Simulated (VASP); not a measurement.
All values below come from PBE GGA, VASP's PBE PAW potentials (set 64) (plane waves; VASP).

Input for VASP

POSCAR:
```
Pt3Ti
1
    3.9984000000     0.0000000000     0.0000000000
    0.0000000000     3.9984000000     0.0000000000
    0.0000000000     0.0000000000     3.9984000000
Ti Pt
1 3
Direct
  0.0000000000   0.0000000000   0.0000000000
  0.0000000000   0.5000000000   0.5000000000
  0.5000000000   0.0000000000   0.5000000000
  0.5000000000   0.5000000000   0.0000000000
```

### INCAR
```
SYSTEM = Pt3Ti
PREC = Accurate
ENCUT = 400
EDIFF = 1E-6
NELM = 100
ALGO = Normal
LREAL = .FALSE.
LASPH = .TRUE.
ISMEAR = 1
SIGMA = 0.1
GGA = PE
LMAXMIX = 6
LWAVE = .FALSE.
LCHARG = .FALSE.
ISIF = 2
```

File KPOINTS:
```
Automatic mesh
0
Gamma
6 6 6
0 0 0
```

POTCAR, in this order: Ti_sv Pt (PBE.64 set). Program: vasp_std.

The resulting files:

File OUTCAR:
```
 ion  position               nearest neighbor table
   1  0.000  0.000  0.000-   2 2.83   3 2.83   4 2.83   2 2.83   3 2.83   2 2.83   4 2.83   2 2.83
                             3 2.83   4 2.83   3 2.83   4 2.83
   2  0.000  0.500  0.500-   1 2.83   3 2.83   4 2.83   1 2.83   4 2.83   1 2.83   3 2.83   1 2.83
                             3 2.83   4 2.83   4 2.83   3 2.83
   3  0.500  0.000  0.500-   1 2.83   2 2.83   4 2.83   1 2.83   4 2.83   2 2.83   4 2.83   4 2.83
                             1 2.83   2 2.83   1 2.83   2 2.83
   4  0.500  0.500  0.000-   1 2.83   2 2.83   3 2.83   2 2.83   3 2.83   1 2.83   3 2.83   3 2.83
                             1 2.83   2 2.83   2 2.83   1 2.83
  LATTYP: Found a simple cubic cell.
 ALAT       =     3.9984000000
 Subroutine PRICEL returns:
 Original cell was already a primitive cell.
 Subroutine GETGRP returns: Found 48 space group operations
The static configuration has the point symmetry O_h .
The dynamic configuration has the point symmetry O_h .
 Subroutine INISYM returns: Found 48 space group operations
 Subroutine IBZKPT returns following result:
 Found     20 irreducible k-points:

 Following reciprocal coordinates:
            Coordinates               Weight
  0.000000  0.000000  0.000000      1.000000
  0.166667  0.000000  0.000000      6.000000
  0.333333  0.000000  0.000000      6.000000
...
```

### OSZICAR
```
       N       E                     dE             d eps       ncg     rms          rms(c)
DAV:   1     0.335822374877E+03    0.33582E+03   -0.18130E+04  1000   0.149E+03
DAV:   2    -0.245960011894E+01   -0.33828E+03   -0.33153E+03  1083   0.400E+02
DAV:   3    -0.319139816858E+02   -0.29454E+02   -0.28443E+02  1542   0.102E+02
DAV:   4    -0.328615077964E+02   -0.94753E+00   -0.94090E+00  1144   0.185E+01
DAV:   5    -0.328887459702E+02   -0.27238E-01   -0.27213E-01  1449   0.333E+00    0.189E+01
DAV:   6    -0.312796636189E+02    0.16091E+01   -0.28539E+01  1410   0.340E+01    0.161E+01
DAV:   7    -0.303671413687E+02    0.91252E+00   -0.39495E+01  1443   0.352E+01    0.916E+00
DAV:   8    -0.296606399404E+02    0.70650E+00   -0.18058E+00  1411   0.944E+00    0.457E+00
DAV:   9    -0.295362564740E+02    0.12438E+00   -0.24440E+00  1462   0.806E+00    0.280E+00
DAV:  10    -0.294738932797E+02    0.62363E-01   -0.42350E-01  1448   0.414E+00    0.326E-01
DAV:  11    -0.294771427783E+02   -0.32495E-02   -0.17317E-02  1420   0.862E-01    0.491E-01
DAV:  12    -0.294746030285E+02    0.25397E-02   -0.16572E-02  1483   0.732E-01    0.374E-02
DAV:  13    -0.294746138529E+02   -0.10824E-04   -0.21303E-04  1236   0.100E-01    0.193E-02
DAV:  14    -0.294746097267E+02    0.41262E-05   -0.33262E-05  1388   0.389E-02    0.904E-03
DAV:  15    -0.294746110110E+02   -0.12843E-05   -0.61909E-06  1312   0.206E-02    0.535E-03
DAV:  16    -0.294746110818E+02   -0.70795E-07   -0.49050E-07   632   0.663E-03
   1 F= -.29474611E+02 E0= -.29474961E+02  d E =0.105017E-02
```

### OUTCAR
```
------------------------ aborting loop because EDIFF is reached ----------------------------------------
  FORCE on cell =-STRESS in cart. coord.  units (eV):
  Direction    XX          YY          ZZ          XY          YZ          ZX
  --------------------------------------------------------------------------------------
  Total       -3.4140095     -3.4140095     -3.4140095      0.0000000      0.0000000     -0.0000000
  in kB      -85.5690259    -85.5690259    -85.5690259      0.0000000      0.0000000     -0.0000000
  external PRESSURE =     -85.5690259 kB  Pullay stress =       0.0000000 kB
  volume of cell :       63.92
      direct lattice vectors                 reciprocal lattice vectors
     3.998400000  0.000000000  0.000000000     0.250100040  0.000000000  0.000000000
     0.000000000  3.998400000  0.000000000     0.000000000  0.250100040  0.000000000
     0.000000000  0.000000000  3.998400000     0.000000000  0.000000000  0.250100040
 POSITION                                       TOTAL-FORCE (eV/Angst)
 -----------------------------------------------------------------------------------
      0.00000      0.00000      0.00000         0.000000      0.000000      0.000000
      0.00000      1.99920      1.99920         0.000000      0.000000      0.000000
      1.99920      0.00000      1.99920         0.000000      0.000000      0.000000
      1.99920      1.99920      0.00000         0.000000      0.000000      0.000000
 -----------------------------------------------------------------------------------
    total drift:                                0.000000      0.000000      0.000000
  FREE ENERGIE OF THE ION-ELECTRON SYSTEM (eV)
  ---------------------------------------------------
  free  energy   TOTEN  =       -29.4746110818 eV

  energy  without entropy=      -29.4756612537  energy(sigma->0) =      -29.47496114
```
(Selected blocks of OUTCAR.)

The compound is Pt3Ti in the L1_2 structure. The cell was not relaxed at this level.
